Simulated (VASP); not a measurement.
All values below come from AM05 GGA, VASP's PBE PAW potentials (set 64) (plane waves; VASP).

VASP input:

POSCAR:
```
Hf
1
    1.5790200298    -2.7349428808     0.0000000000
    1.5790200298     2.7349428808    -0.0000000000
   -0.0000000000    -0.0000000000     4.9936937690
Hf
2
Direct
  0.3333330000   0.6666670000   0.2500000000
  0.6666670000   0.3333330000   0.7500000000
```

**KPOINTS**
```
Automatic mesh
0
Gamma
 15 15 8
```

**INCAR**
```
SYSTEM = Hf
PREC = Accurate; ENCUT = 520; LREAL = .False.
LASPH = .True.
EDIFF = 1E-7; NELM = 100; ALGO = Normal
LMAXMIX = 6
ISMEAR = -5
GGA = AM
ISIF = 2
LWAVE = .False.; LCHARG = .True.; LORBIT = 11
NEDOS = 601
```

POTCAR, in this order: Hf_pv (PBE.64 set). Program: vasp_std.

The run wrote:

### OSZICAR
```
       N       E                     dE             d eps       ncg     rms          rms(c)
DAV:   1     0.467358395387E+02    0.46736E+02   -0.11706E+04  3804   0.136E+03
DAV:   2    -0.193810062486E+02   -0.66117E+02   -0.65169E+02  4734   0.270E+02
DAV:   3    -0.212661194286E+02   -0.18851E+01   -0.18542E+01  5016   0.305E+01
DAV:   4    -0.212833047124E+02   -0.17185E-01   -0.17177E-01  4404   0.356E+00
DAV:   5    -0.212835619838E+02   -0.25727E-03   -0.25883E-03  5124   0.351E-01    0.676E+01
DAV:   6    -0.207467548888E+02    0.53681E+00   -0.49683E-01  4020   0.539E+00    0.399E+01
DAV:   7    -0.205528349278E+02    0.19392E+00   -0.83488E-01  3942   0.666E+00    0.194E+00
DAV:   8    -0.205430578900E+02    0.97770E-02   -0.54246E-02  4134   0.179E+00    0.366E-01
DAV:   9    -0.205431606570E+02   -0.10277E-03   -0.11820E-03  5238   0.273E-01    0.219E-01
DAV:  10    -0.205431561451E+02    0.45119E-05   -0.43214E-05  4302   0.546E-02    0.244E-01
DAV:  11    -0.205431564109E+02   -0.26578E-06   -0.52663E-06  4986   0.209E-02    0.280E-02
DAV:  12    -0.205431563134E+02    0.97511E-07   -0.75375E-07  4382   0.698E-03
   1 F= -.20543156E+02 E0= -.20543156E+02  d E =0.000000E+00
```

OUTCAR:
```
------------------------ aborting loop because EDIFF is reached ----------------------------------------
  FORCE on cell =-STRESS in cart. coord.  units (eV):
  Direction    XX          YY          ZZ          XY          YZ          ZX
  --------------------------------------------------------------------------------------
  Total       -0.0462753     -0.0462753     -0.0081414     -0.0000000      0.0000000      0.0000000
  in kB       -1.7189860     -1.7189859     -0.3024297     -0.0000000      0.0000000      0.0000000
  external PRESSURE =      -1.2468005 kB  Pullay stress =       0.0000000 kB
  volume of cell :       43.13
      direct lattice vectors                 reciprocal lattice vectors
     1.579020030 -2.734942881  0.000000000     0.316652095 -0.182819175  0.000000000
     1.579020030  2.734942881  0.000000000     0.316652095  0.182819175  0.000000000
     0.000000000  0.000000000  4.993693769     0.000000000  0.000000000  0.200252568
 POSITION                                       TOTAL-FORCE (eV/Angst)
 -----------------------------------------------------------------------------------
      1.57902      0.91165      1.24842        -0.000000      0.000000      0.000000
      1.57902     -0.91165      3.74527         0.000000     -0.000000      0.000000
 -----------------------------------------------------------------------------------
    total drift:                                0.000004      0.000177     -0.000015
  FREE ENERGIE OF THE ION-ELECTRON SYSTEM (eV)
  ---------------------------------------------------
  free  energy   TOTEN  =       -20.5431563134 eV

  energy  without entropy=      -20.5431563134  energy(sigma->0) =      -20.54315631

 total charge

# of ion       s       p       d       tot
------------------------------------------
    1        0.400   6.402   1.591   8.393
    2        0.400   6.402   1.591   8.393
--------------------------------------------------
tot          0.801  12.803   3.183  16.786
```
(Selected blocks of OUTCAR.)

For a metal the tetrahedron method with Blöchl corrections gives inexact stress and forces.

The compound is Hf in the hcp structure. It was relaxed first.
